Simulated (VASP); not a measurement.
Crystal: SrTiO3.

```xyz
5
Lattice="3.9399 0.0000 0.0000 0.0000 3.9399 0.0000 0.0000 0.0000 3.9399" Properties=species:S:1:pos:R:3 pbc="T T T"
Sr    0.0000    0.0000    0.0000
Ti    1.9699    1.9699    1.9699
O     1.9699    0.0000    1.9699
O     1.9699    1.9699    0.0000
O     0.0000    1.9699    1.9699
```

The cell is a database's computed one.

Program: VASP 6.6.1. Alike in all runs: task band structure; potentials or basis VASP PAW PBE potentials, release 64 (Sr_sv, Ti_sv, O); no spin polarisation; cell as given; cutoff (eV) 450; smearing gaussian 0.02 eV. Hardware: 4 MPI ranks on AMD EPYC 9R45 96-Core Processor (Zen 5) (shared host).

Task: Order these runs on this cell by their wall time, lowest first.
A. level HSE06; k mesh 6 × 6 × 6; grid for exact exchange (PRECFOCK) Fast; screening parameter 0.2 1/A
B. level PBEsol; k mesh 10 × 10 × 10
C. level r2SCAN; k mesh 10 × 10 × 10

Result: B (23 s), C (85 s), A (3500 s).

Runs at the PBE level aren't shown here.
